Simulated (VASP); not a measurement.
```xyz
4
Lattice="4.0380 0.0000 0.0000 0.0000 4.0380 0.0000 0.0000 0.0000 4.9480" Properties=species:S:1:pos:R:3 pbc="T T T"
Pb     2.0190     0.0000     3.7614
Pb     0.0000     2.0190     1.1866
O      2.0190     2.0190     0.0000
O      0.0000     0.0000     0.0000
```

The numbers are results of PBE GGA with D4 dispersion, VASP's PBE PAW potentials (set 64) (plane waves; VASP 6.6.1), not measurements. Settings: 520 eV cut-off, 6×6×5 Γ-centred mesh, tetrahedra with Blöchl corrections, potentials Pb_d O.

The cores are frozen, which limits the accuracy of field gradients.

Problem. Give the principal components of the electric field gradient (V/Å²) and the asymmetry η at each nucleus.

Solution. 
```tsv
atom	Vxx	Vyy	Vzz	η
Pb1	106.4	106.4	-212.8	0.00
Pb2	106.4	106.4	-212.8	0.00
O3	2.5	2.5	-5.1	0.00
O4	2.5	2.5	-5.1	0.00
```

The compound is PbO in the litharge structure. It was relaxed first.
